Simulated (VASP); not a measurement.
Nb (bcc) is relaxed at rising pressure, each step from the one before. Symmetry mostly holds the structure type, and other phases were not tried. The mesh follows the cell, and a change of mesh leaves a small step in the series.

Data:

```
Nb
1.0
   -1.63384     1.63384     1.63384
    1.63384    -1.63384     1.63384
    1.63384     1.63384    -1.63384
Nb
1
Direct
  0.00000   0.00000   0.00000
```

The numbers are results of PBEsol GGA, VASP's PBE PAW potentials (set 64) (plane waves; VASP), not measurements. Settings: 500 eV cut-off, 16×16×16 Γ-centred mesh, first-order Methfessel-Paxton smearing of 0.10 eV, potentials Nb_sv.

```json
[
 {"P (GPa)": "0", "V (Å³/atom)": "17.45", "H − H(0) (eV/atom)": "0.000", "space group": "Im-3m", "gap on the mesh (eV)": "0.00", "k-mesh": "16×16×16"},
 {"P (GPa)": "5", "V (Å³/atom)": "…", "H − H(0) (eV/atom)": "…", "space group": "Im-3m", "gap on the mesh (eV)": "0.00", "k-mesh": "16×16×16"},
 {"P (GPa)": "10", "V (Å³/atom)": "16.64", "H − H(0) (eV/atom)": "1.063", "space group": "Im-3m", "gap on the mesh (eV)": "0.00", "k-mesh": "16×16×16"},
 {"P (GPa)": "20", "V (Å³/atom)": "15.97", "H − H(0) (eV/atom)": "2.081", "space group": "Im-3m", "gap on the mesh (eV)": "0.00", "k-mesh": "16×16×16"},
 {"P (GPa)": "30", "V (Å³/atom)": "…", "H − H(0) (eV/atom)": "…", "space group": "Im-3m", "gap on the mesh (eV)": "0.00", "k-mesh": "16×16×16"},
 {"P (GPa)": "45", "V (Å³/atom)": "14.61", "H − H(0) (eV/atom)": "4.456", "space group": "Im-3m", "gap on the mesh (eV)": "0.00", "k-mesh": "17×17×17"}
]
```

Q: What belongs in the gaps?

A: 
- 30, V (Å³/atom): 15.39
- 30, H − H(0) (eV/atom): 3.060
- 5, V (Å³/atom): 17.01
- 5, H − H(0) (eV/atom): 0.538

Pressures at which the relaxation failed are left out.

The compound is Nb in the bcc structure.
